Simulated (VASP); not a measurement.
# WBrCl3O (P1) in VASP: reference runs

Reference runs on WBrCl3O: the cell as given and a disturbed copy.

Everything below comes from runs of VASP 6.6.1. Logs are shortened: lines on timing, memory, paths and dates and some standing lists are left out, and cuts for length are marked.

## 1. The crystal as given

The typed cell holds 6 atoms: a = 3.877 Å, b = 6.791 Å, c = 6.845 Å, α = 84.80°, β = 73.59°, γ = 73.50°.

The cell comes from a database or a generator and needn't be the stable form of this composition.

## 2. Single point, PBE

Contents of INCAR:

```
SYSTEM = WBrCl3O
ALGO     = Normal         ! electronic algorithm
EDIFF    = 1E-7           ! SCF threshold, eV
ENCUT    = 520            ! plane-wave cutoff, eV
GGA      = PE             ! functional
ISIF     = 2              ! what is computed and relaxed
ISMEAR   = -1             ! smearing method
LASPH    = .TRUE.         ! aspherical terms in the spheres
LCHARG   = .FALSE.        ! write CHGCAR
LREAL    = .FALSE.        ! projectors in reciprocal space
LWAVE    = .FALSE.        ! write WAVECAR
NBANDS   = 33             ! bands
NELM     = 100            ! most SCF steps
PREC     = Accurate       ! precision mode
SIGMA    = 0.05           ! smearing width, eV
```

Contents of KPOINTS:

```
k-points
0
G
  8 4 4
  0 0 0
```

Contents of POSCAR:

```
WBrCl3O
1.0
    3.8771469557      0.0000000000      0.0000000000
    1.9287297700      6.5110326580      0.0000000000
    1.9339583943      0.0740541254      6.5659754148
W Br Cl O
1 1 3 1
Direct
    0.0360660000      0.9978190000      0.9964310000
    0.8166270000      0.1933930000      0.3181210000
    0.3170190000      0.8138930000      0.6952720000
    0.1327900000      0.6925890000      0.1821350000
    0.0134540000      0.3038430000      0.8112060000
    0.5620430000      0.9984630000      0.9968360000
```

Potentials or basis: VASP PAW PBE potentials, release 64 (W_sv, Br, Cl, O).

Launch:

```bash
$ cat potpaw_PBE.64/W_sv/POTCAR potpaw_PBE.64/Br/POTCAR potpaw_PBE.64/Cl/POTCAR potpaw_PBE.64/O/POTCAR > POTCAR
$ mpirun -np 1 vasp_std > vasp.out
```

OUTCAR:

```text
SYSTEM = WBrCl3O
   EDIFF = 1E-7
   ENCUT = 520
   GGA = PE
   ISIF = 2
   ISMEAR = -1
   LASPH = .TRUE.
   LREAL = .FALSE.
   NELM = 100
   PREC = Accurate

 ion  position               nearest neighbor table
   1  0.036  0.998  0.996-   6 1.84   6 2.04   4 2.32   5 2.33   3 2.33   2 2.48
   2  0.817  0.193  0.318-   1 2.48
   3  0.317  0.814  0.695-   1 2.33
   4  0.133  0.693  0.182-   1 2.32
   5  0.013  0.304  0.811-   1 2.33
   6  0.562  0.998  0.997-   1 1.84   1 2.04

  Warning from LATTYP: Got some problem with cell dimensions!
  Tried to take original basis but could not verify dimensions!
  LATTYP: Found a triclinic cell.
 ALAT       =     8.7684926042
 B/A-ratio  =     0.4421680134
 C/A-ratio  =     1.0486330152
 COS(alpha) =     0.0005686420
 COS(beta)  =     0.5291828956
 COS(gamma) =     0.6627256944

  Lattice vectors:

 A1 = (  -5.8111053500,  -0.0740541254,  -6.5659754148)
 A2 = (  -3.8771469557,   0.0000000000,   0.0000000000)
 A3 = (  -0.0052286243,   6.4369785326,  -6.5659754148)

Analysis of symmetry for initial positions (statically):
=====================================================================
 Subroutine PRICEL returns:
 Original cell was already a primitive cell.

 Routine SETGRP: Setting up the symmetry group for a
 triclinic supercell.

 Subroutine GETGRP returns: Found  1 space group operations
 (whereof  1 operations were pure point group operations)
 out of a pool of  2 trial point group operations.

The static configuration has the point symmetry C_1 .

Analysis of symmetry for dynamics (positions and initial velocities):
=====================================================================
 Subroutine PRICEL returns:
 Original cell was already a primitive cell.

 Routine SETGRP: Setting up the symmetry group for a
 triclinic supercell.

 Subroutine GETGRP returns: Found  1 space group operations
 (whereof  1 operations were pure point group operations)
 out of a pool of  2 trial point group operations.

The dynamic configuration has the point symmetry C_1 .

 Subroutine INISYM returns: Found  1 space group operations
 (whereof  1 operations are pure point group operations),
 and found     1 'primitive' translations

----------------------------------------------------------------------------------------

                                     Primitive cell

  volume of cell :     165.7530

  direct lattice vectors                    reciprocal lattice vectors
     3.877146956  0.000000000  0.000000000     0.257921614 -0.076402795 -0.075107154
     1.928729770  6.511032658  0.000000000     0.000000000  0.153585468 -0.001732208
     1.933958394  0.074054125  6.565975415     0.000000000  0.000000000  0.152300296

  length of vectors
     3.877146956  6.790695458  6.845269332     0.279288436  0.153595236  0.152300296

  position of ions in fractional coordinates (direct lattice)
     0.036066000  0.997819000  0.996431000
     0.816627000  0.193393000  0.318121000
     0.317019000  0.813893000  0.695272000
     0.132790000  0.692589000  0.182135000
     0.013454000  0.303843000  0.811206000
     0.562043000  0.998463000  0.996836000

  ion indices of the primitive-cell ions
   primitive index   ion index
                 1           1
                 2           2
                 3           3
                 4           4
                 5           5
                 6           6

----------------------------------------------------------------------------------------

 KPOINTS: k-points

Automatic generation of k-mesh.
 Grid dimensions read from file:
 generate k-points for:    8    4    4

 Generating k-lattice:

  Cartesian coordinates                     Fractional coordinates (reciprocal lattice)
     0.032240202 -0.009550349 -0.009388394     0.125000000  0.000000000  0.000000000
     0.000000000  0.038396367 -0.000433052     0.000000000  0.250000000  0.000000000
     0.000000000  0.000000000  0.038075074     0.000000000  0.000000000  0.250000000

  Length of vectors
     0.034911055  0.038398809  0.038075074

  Shift w.r.t. Gamma in fractional coordinates (k-lattice)
     0.000000000  0.000000000  0.000000000

 Subroutine IBZKPT returns following result:
 ===========================================

 Found     68 irreducible k-points:

 Following reciprocal coordinates:
            Coordinates               Weight
  0.000000  0.000000  0.000000      1.000000
  0.125000  0.000000  0.000000      2.000000
  0.250000  0.000000  0.000000      2.000000
  0.375000  0.000000  0.000000      2.000000
  0.500000  0.000000  0.000000      1.000000
  0.000000  0.250000  0.000000      2.000000
[... 16 lines left out ...]
  0.500000  0.000000  0.250000      2.000000
 -0.375000  0.000000  0.250000      2.000000
 [... further k-points ...]
   k-points           NKPTS =     68   k-points in BZ     NKDIM =     68   number of bands    NBANDS=     33
   number of dos      NEDOS =    301   number of ions     NIONS =      6
   total plane-waves  NPLWV =  87480
   dimension x,y,z NGX =    30 NGY =   54 NGZ =   54
   dimension x,y,z NGXF=    60 NGYF=  108 NGZF=  108
   ions per type =               1   1   3   1
   NGX,Y,Z   is equivalent  to a cutoff of  12.86, 13.22, 13.11 a.u.
   NGXF,Y,Z  is equivalent  to a cutoff of  25.73, 26.44, 26.23 a.u.
 SYSTEM =  WBrCl3O
   PREC   = accura    normal or accurate (medium, high low for compatibility)
   ISTART =      0    job   : 0-new  1-cont  2-samecut
   ICHARG =      2    charge: 1-file 2-atom 10-const
   ISPIN  =      1    spin polarized calculation?
   LNONCOLLINEAR =      F non collinear calculations
   LSORBIT =      F    spin-orbit coupling
   LASPH  =      T    aspherical Exc in radial PAW
   ENCUT  =  520.0 eV  38.22 Ry    6.18 a.u.   7.21 12.63 12.73*2*pi/ulx,y,z
   NELM   =    100;   NELMIN=  2; NELMDL= -5     # of ELM steps
   EDIFF  = 0.1E-06   stopping-criterion for ELM
   LREAL  =      F    real-space projection
   EDIFFG = 0.1E-05   stopping-criterion for IOM
   NSW    =      0    number of steps for IOM
   IBRION =     -1    ionic relax: 0-MD 1-quasi-New 2-CG
   NFREE  =      0    steps in history (QN), initial steepest desc. (CG)
   ISIF   =      2    stress and relaxation
   ISYM   =      2    0-nonsym 1-usesym 2-fastsym
   POTIM  = 0.5000    time-step for ionic-motion
   TEBEG  =    0.0;   TEEND  =   0.0 temperature during run
   PSTRESS=    0.0 pullay stress
   NELECT =      48.0000    total number of electrons
   NUPDOWN=      -1.0000    fix difference up-down
   EMIN   =  10.00;   EMAX   =-10.00  energy-range for DOS
   EFERMI =   0.00;   METHOD = LEGACY
   ISMEAR =    -1;   SIGMA  =   0.05  broadening in eV -4-tet -1-fermi 0-gaus
   EFERMI_NEDOS =   21; number of points for ismear=-14 and -15
   IALGO  =     38    algorithm
   IMIX   =      4    mixing-type and parameters
     AMIX     =   0.40;   BMIX     =  1.00
     AMIX_MAG =   1.60;   BMIX_MAG =  1.00
  volume/ion in A,a.u.               =      27.63       186.43
  Fermi-wavevector in a.u.,A,eV,Ry     =   1.083099  2.046760 15.961038  1.173103
  Thomas-Fermi vector in A             =   2.219157
   LORBIT       =      0    0 simple, 1 ext, 2 COOP (PROOUT), +10 PAW based schemes
   GGA     = PE    functional components
   LHFCALC =     F    Hartree Fock is set to
   AEXX    =    0.0000 exact exchange contribution
   IVDW    =     0    specifies the selected vdW correction
   LEPSILON=     F    determine dielectric tensor
   LRPA    =     F    only Hartree local field effects (RPA)
 non-spin polarized calculation
  energy-cutoff  :      520.00
  volume of cell :      165.75
 maximum number of plane-waves:      4485
 NGX is ok and might be reduce to    30
   NGX = 15   NGY = 25   NGZ = 25

 number of electron      48.0000002 magnetization

 Free energy of the ion-electron system (eV)
  ---------------------------------------------------
  ext. energy  EPLUGINS =         0.00000000
  ---------------------------------------------------
  free energy    TOTEN  =       -31.78039071 eV

  energy without entropy =      -31.78039062  energy(sigma->0) =      -31.78039066

 E-fermi :   0.2382     XC(G=0):  -7.9532

 val. band max:       -0.5912354402   @ k =   0.5000  -0.2500   0.2500
 cond. band min:       0.9456113752   @ k =   0.0000   0.0000   0.0000
 fundamental gap:      1.5368468154
 Fermi energy:         0.2382058667

 k-point     1 :       0.0000    0.0000    0.0000
  band No.  band energies     occupation
      1     -75.6325      2.00000
      2     -39.8174      2.00000
      3     -39.7003      2.00000
      4     -39.6637      2.00000
      5     -18.8836      2.00000
      6     -14.5508      2.00000
[... 25 lines left out ...]
     32       8.5557      0.00000
     33       8.6881      0.00000

 k-point     2 :       0.1250    0.0000    0.0000
  band No.  band energies     occupation
      1     -75.6324      2.00000
      2     -39.8266      2.00000
      3     -39.6999      2.00000
      4     -39.6633      2.00000
      5     -18.7231      2.00000
      6     -14.5284      2.00000
[... 25 lines left out ...]
     32       8.8716      0.00000
     33       9.0713      0.00000

 k-point     3 :       0.2500    0.0000    0.0000
  band No.  band energies     occupation
      1     -75.6323      2.00000
      2     -39.8488      2.00000
      3     -39.6989      2.00000
      4     -39.6623      2.00000
      5     -18.3033      2.00000
      6     -14.4744      2.00000
[... 25 lines left out ...]
     32       9.2055      0.00000
     33       9.3864      0.00000

 k-point     4 :       0.3750    0.0000    0.0000
  band No.  band energies     occupation
      1     -75.6321      2.00000
      2     -39.8708      2.00000
      3     -39.6979      2.00000
      4     -39.6613      2.00000
      5     -17.8234      2.00000
      6     -14.4223      2.00000
[... 25 lines left out ...]
     32       8.7708      0.00000
     33       9.3855      0.00000

 k-point     5 :       0.5000    0.0000    0.0000
  band No.  band energies     occupation
      1     -75.6320      2.00000
      2     -39.8799      2.00000
      3     -39.6975      2.00000
      4     -39.6609      2.00000
      5     -17.6005      2.00000
      6     -14.4023      2.00000
[... 604 lines left out ...]
 k-point    22 :       0.3750    0.0000    0.2500
  band No.  band energies     occupation
      1     -75.6321      2.00000
      2     -39.8708      2.00000
      3     -39.6979      2.00000
      4     -39.6613      2.00000
      5     -17.8234      2.00000
      6     -14.4290      2.00000
[... 25 lines left out ...]
     32       8.8985      0.00000
     33       9.4162      0.00000

 k-point    23 :       0.5000    0.0000    0.2500
  band No.  band energies     occupation
      1     -75.6321      2.00000
      2     -39.8799      2.00000
      3     -39.6975      2.00000
      4     -39.6609      2.00000
      5     -17.6006      2.00000
      6     -14.4016      2.00000
[... 25 lines left out ...]
     32       9.0909      0.00000
     33       9.2730      0.00000

 k-point    24 :      -0.3750    0.0000    0.2500
  band No.  band energies     occupation
      1     -75.6321      2.00000
      2     -39.8708      2.00000
      3     -39.6979      2.00000
      4     -39.6613      2.00000
      5     -17.8232      2.00000
      6     -14.4022      2.00000
[... 25 lines left out ...]
     32       8.8522      0.00000
     33       9.1849      0.00000

 [... further k-points ...]

------------------------ aborting loop because EDIFF is reached ----------------------------------------

  FORCE on cell =-STRESS in cart. coord.  units (eV):
  Direction    XX          YY          ZZ          XY          YZ          ZX
  --------------------------------------------------------------------------------------
  -------------------------------------------------------------------------------------
  Total       -2.1598296     -1.0236030     -1.0156001      0.0207445     -0.0018628      0.0379534
  in kB      -20.8770283     -9.8942013     -9.8168449      0.2005170     -0.0180056      0.3668597
  external PRESSURE =     -13.5293582 kB  Pullay stress =       0.0000000 kB

 VOLUME and BASIS-vectors are now :
 -----------------------------------------------------------------------------
  energy-cutoff  :      520.00
  volume of cell :      165.75
      direct lattice vectors                 reciprocal lattice vectors
     3.877146956  0.000000000  0.000000000     0.257921614 -0.076402795 -0.075107154
     1.928729770  6.511032658  0.000000000     0.000000000  0.153585468 -0.001732208
     1.933958394  0.074054125  6.565975415     0.000000000  0.000000000  0.152300296

 POSITION                                       TOTAL-FORCE (eV/Angst)
 -----------------------------------------------------------------------------------
      3.99141      6.57062      6.54254        -0.776163     -0.011465     -0.034043
      4.15442      1.28275      2.08877         0.012944     -0.130599     -0.214091
      4.14354      5.35077      4.56514         0.001113      0.173305      0.270697
      2.20290      4.52296      1.19589         0.022075      0.253171     -0.172310
      2.20703      2.03840      5.32636         0.024679     -0.269282      0.165851
      6.03273      6.57485      6.54520         0.715352     -0.015129     -0.016105
 -----------------------------------------------------------------------------------
    total drift:                                0.000300     -0.000025     -0.000681

  FREE ENERGIE OF THE ION-ELECTRON SYSTEM (eV)
  ---------------------------------------------------
  free  energy   TOTEN  =       -31.7803907064 eV

  energy  without entropy=      -31.7803906169  energy(sigma->0) =      -31.78039066
```

Run time: 4.3 min. Hardware: 1 thread of AMD EPYC 9R45 (Zen 5), shared host; peak memory 0.5 GiB.

What came out:

```
Free energy            : -31.7804 eV
Pressure               : -1.4 GPa
Largest force          : 0.777 eV/Å
Band gap on the k mesh : 1.54 eV, indirect (least direct gap 1.59 eV)
```

Forces in eV/Å, atoms in the order of the input:
```
W   -0.776 -0.011 -0.034
Br   0.013 -0.131 -0.214
Cl   0.001  0.173  0.271
Cl   0.022  0.253 -0.172
Cl   0.025 -0.269  0.166
O    0.715 -0.015 -0.016
```

Stress tensor (GPa, compression positive):
```
-2.09  0.02  0.04
 0.02 -0.99  0.00
 0.04  0.00 -0.98
```

Levels at points of the mesh, in eV from the valence-band top:
```csv
k point,band 21,band 22,band 23,band 24,band 25,band 26,band 27,band 28
"(0.00, 0.00, 0.00)",-0.50,-0.39,-0.09,-0.05,1.54,1.74,1.78,4.69
"(0.50, 0.00, 0.00)",-0.71,-0.66,-0.61,-0.02,1.84,3.62,3.65,4.95
"(0.00, 0.50, 0.00)",-0.73,-0.47,-0.14,-0.05,1.70,1.74,1.84,4.85
"(0.50, 0.50, 0.00)",-0.72,-0.68,-0.58,-0.02,1.84,3.63,3.64,4.90
"(0.00, 0.00, 0.50)",-0.65,-0.57,-0.15,-0.07,1.70,1.77,1.86,4.76
"(0.50, 0.00, 0.50)",-0.81,-0.61,-0.57,-0.02,1.84,3.62,3.64,4.91
"(0.00, 0.50, 0.50)",-0.94,-0.78,-0.17,-0.09,1.77,1.83,1.96,4.52
"(0.50, 0.50, 0.50)",-0.79,-0.65,-0.54,-0.02,1.84,3.62,3.65,4.95
```

Caveat: spin-orbit coupling is left out, which moves the levels of the heavy elements.

(Part 1 of 2 ends here.)
